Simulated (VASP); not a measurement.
A convergence study with VASP on GaAs (zinc blende): one setting is varied, all else stays as given below, so the limit is that of these other settings.

```yaml
crystal:
  lattice:
    - [0.00000, 2.82500, 2.82500]
    - [2.82500, 0.00000, 2.82500]
    - [2.82500, 2.82500, 0.00000]
  atoms:
    - { symbol: Ga, position: [0.00000, 0.00000, 0.00000] }
    - { symbol: As, position: [0.25000, 0.25000, 0.25000] }
```

These are PBE GGA, VASP's PBE PAW potentials (set 64) (plane waves; VASP) values and carry that method's errors. The tightest run used: 550 eV cut-off, 17×17×17 Γ-centred mesh, Gaussian smearing of 0.050 eV, potentials Ga_d As.

### Question
The settings run are 1×1×1 mesh; 2×2×2 mesh; 3×3×3 mesh; 5×5×5 mesh; 6×6×6 mesh; 7×7×7 mesh; 8×8×8 mesh; 10×10×10 mesh; 11×11×11 mesh; 12×12×12 mesh; 13×13×13 mesh; 14×14×14 mesh; 16×16×16 mesh; 17×17×17 mesh. From which on does the energy per atom stay within 0.002 eV/atom of the tightest run?

### Answer
From 10×10×10 mesh on: it is off by 0.0006 there and by no more than 0.002 in any finer run, while 8×8×8 mesh is off by 0.0025.
```csv
setting,E (eV/atom),pressure (GPa),irreducible k-points,difference judged (eV/atom)
1×1×1 mesh,4.8214,48.52,1,8.9464
2×2×2 mesh,-2.9052,9.55,3,1.2198
3×3×3 mesh,-3.8324,4.84,4,0.2926
5×5×5 mesh,-4.0933,3.66,10,0.0317
6×6×6 mesh,-4.1125,3.61,16,0.0125
7×7×7 mesh,-4.1197,3.60,20,0.0054
8×8×8 mesh,-4.1226,3.61,29,0.0025
10×10×10 mesh,-4.1244,3.63,47,0.0006
11×11×11 mesh,-4.1247,3.63,56,0.0003
12×12×12 mesh,-4.1249,3.64,72,0.0002
13×13×13 mesh,-4.1250,3.64,84,0.0001
14×14×14 mesh,-4.1250,3.64,104,0.0001
16×16×16 mesh,-4.1251,3.64,145,0.0000
17×17×17 mesh,-4.1251,3.64,165,0.0000
```

Left out are rungs that failed or repeat a setting and relaxations that didn't move; long series are thinned to 24 rows.

The compound is GaAs in the zinc blende structure. The cell was not relaxed at this level.
